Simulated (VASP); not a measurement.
Wanted: the native input for a VASP 6.6.1 run.

* Task: relaxation of cell and atoms
* Functional: optB86b-vdW
* Potentials or basis: VASP PAW PBE potentials, release 64 (Sn_d, Se)
* Cutoff: 600 eV
* k mesh: 9 × 9 × 5
* Occupations: gaussian, width 0.03 eV
* Spin: no spin polarisation
* Further INCAR settings: ALGO = Normal; EDIFF = 1e-07; IBRION = 2; EDIFFG = -0.005; NSW = 90; ISIF = 3

The structure of SnSe2 lies in POSCAR:

```
SnSe2                                   
1.0
    3.8592450249      0.0000000000     -0.0000000000
   -1.9296225125      3.3422042310      0.0000000000
   -0.0000000000      0.0000000000      6.1027364654
  Sn              Se            
     1     2
Direct
     0.0000000000000000    0.0000000000000000    0.0000000000000000
     0.3333333332999970    0.6666666667000030    0.2623009012480026
     0.6666666667000030    0.3333333332999970    0.7376990987519977
```

One way to write it, as run:

INCAR

```
SYSTEM = SnSe2
PREC     = Accurate       ! precision mode
ENCUT    = 600            ! plane-wave cutoff, eV
EDIFF    = 1E-7           ! SCF threshold, eV
ISMEAR   = 0              ! smearing method
SIGMA    = 0.03           ! smearing width, eV
LREAL    = .False.        ! projectors in reciprocal space
LASPH    = .True.         ! aspherical terms in the spheres
NELM     = 80             ! most SCF steps
ALGO     = Normal         ! electronic algorithm
ISIF     = 3              ! what is computed and relaxed
LWAVE    = .False.        ! write WAVECAR
LCHARG   = .False.        ! write CHGCAR
GGA      = MK             ! functional
LUSE_VDW = .True.       
AGGAC    = 0.0          
PARAM1   = 0.1234       
PARAM2   = 1.0          
IBRION   = 2              ! ionic algorithm
NSW      = 90             ! ionic steps
EDIFFG   = -0.005         ! ionic threshold
```

KPOINTS

```
Automatic mesh
0
Gamma
  9 9 5
  0 0 0
```

Potentials or basis: VASP PAW PBE potentials, release 64 (Sn_d, Se).

Command:

```bash
$ cat potpaw_PBE.64/Sn_d/POTCAR potpaw_PBE.64/Se/POTCAR > POTCAR
$ mpirun -np 1 vasp_std > vasp.out
```

Results of the run:

The relaxed volume is 26.23 Å³/atom, the relaxed cell is a = 3.859 Å, b = 3.859 Å, c = 6.102 Å, α = 90.00°, β = 90.00°, γ = 120.00° and the space group after relaxing (to 0.05 Å) is P-3m1 (No. 164). The energy gained by relaxing is 0.0 meV/atom and the ionic steps are 2. The pressure after relaxing is 0.0 GPa and the band gap on the k mesh is 0.43 eV, indirect (least direct gap 0.75 eV).

Caveat: the PAW data sets were made with another functional, which shifts forces and pressure a little; spin-orbit coupling is left out, which moves the levels of the heavy elements; an odd mesh through Γ misses points on the zone boundary, where band edges often lie.

It took 120 s on 1 thread of Intel(R) Xeon(R) 6975P-C (Granite Rapids), on a shared host, peak memory 0.55 GiB.
